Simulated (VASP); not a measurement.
Given:

```
CELL_PARAMETERS angstrom
      0.00000     2.05748     2.05748
      2.05748     0.00000     2.05748
      2.05748     2.05748     0.00000
ATOMIC_POSITIONS crystal
  Al 0.00000 0.00000 0.00000
```

Computed with PBE GGA, VASP's PBE PAW potentials (set 64) (plane waves; VASP). Run with 520 eV cut-off, 15×15×15 Γ-centred mesh, first-order Methfessel-Paxton smearing of 0.10 eV, potentials Al.

Task: What does the run give for the energy per atom (σ→0), pressure, band gap (on the k-mesh) with the smallest direct gap where there is one?

Result: 
```yaml
band gap (on the k-mesh): none (metal, semimetal or under 0.01 eV)
energy per atom (σ→0): -3.733 eV/atom
pressure: -3.80 GPa
```

The compound is Al in the fcc structure. This cell is one point of a volume scan, at 1.06 of the reference volume.
